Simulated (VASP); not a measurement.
The input files of a VASP run:

### KPOINTS
```
Automatic mesh
0
gamma
  5 5 3
```

File POSCAR:
```
CdSe
1
    2.2541015037    -3.9042180589    -0.0000000000
    2.2541015037     3.9042180589     0.0000000000
   -0.0000000000     0.0000000000     7.3645150149
Cd Se
2 2
Direct
  0.6666670000   0.3333330000   0.5001418601
  0.3333330000   0.6666670000   0.0001418601
  0.6666670000   0.3333330000   0.8758581399
  0.3333330000   0.6666670000   0.3758581399
```

**INCAR**
```
! general
SYSTEM   = CdSe
PREC     = Accurate
ENCUT    = 520
LREAL    = F   ! projection in real space or not
LASPH    = T   ! aspherical one-centre terms

! electronic loop
EDIFF    = 1E-6   ! SCF stop (eV)
NELM     = 100   ! most electronic steps
ALGO     = Normal   ! blocked Davidson
LMAXMIX  = 4   ! l cut-off of mixed one-centre charges

! smearing
ISMEAR   = 0   ! Gaussian
SIGMA    = 0.05   ! width (eV)

! functional
GGA      = ML
LUSE_VDW = T
AGGAC    = 0.0
ZAB_VDW  = -1.8867

! ions
IBRION   = 2   ! conjugate gradients
NSW      = 60   ! most ionic steps
ISIF     = 3
EDIFFG   = -0.02   ! ionic stop

! output
LWAVE    = F
LCHARG   = F
```

POTCAR, in this order: Cd Se (PBE.64 set). Program: vasp_std.

**Question.** Write an equivalent input for Quantum ESPRESSO's pw.x.

**Answer.** One equivalent input (not run):
```
&CONTROL
  calculation = 'vc-relax'
  pseudo_dir = './pseudo'
  outdir = './out'
  tprnfor = .true.
  tstress = .true.
  nstep = 60
  forc_conv_thr = 0.00078
/
&SYSTEM
  ibrav = 0
  nat = 4
  ntyp = 2
  ecutwfc = 102
  occupations = 'smearing'
  smearing = 'gaussian'
  degauss = 0.003675
  input_dft = 'vdw-df2'
/
&ELECTRONS
  conv_thr = 7.3e-08
  electron_maxstep = 100
/
&IONS
/
&CELL
/
ATOMIC_SPECIES
  Cd 112.414 Cd.upf
  Se 78.971 Se.upf
CELL_PARAMETERS angstrom
     2.2541015   -3.9042181   -0.0000000
     2.2541015    3.9042181    0.0000000
    -0.0000000    0.0000000    7.3645150
ATOMIC_POSITIONS crystal
  Cd   0.6666670  0.3333330  0.5001419
  Cd   0.3333330  0.6666670  0.0001419
  Se   0.6666670  0.3333330  0.8758581
  Se   0.3333330  0.6666670  0.3758581
K_POINTS automatic
  5 5 3 0 0 0
```
What does not carry over: the potentials are each code's own (VASP's PAW set, PseudoDojo norm-conserving files in pw.x), so ENCUT and ecutwfc are chosen apart and not converted; conv_thr bounds pw.x's estimated SCF error, while EDIFF bounds the energy change between steps; forc_conv_thr acts on force components and is met together with etot_conv_thr.

The compound is CdSe in the wurtzite structure. It was relaxed first, which changed the volume by +15 %. The start is the result of an earlier pass.
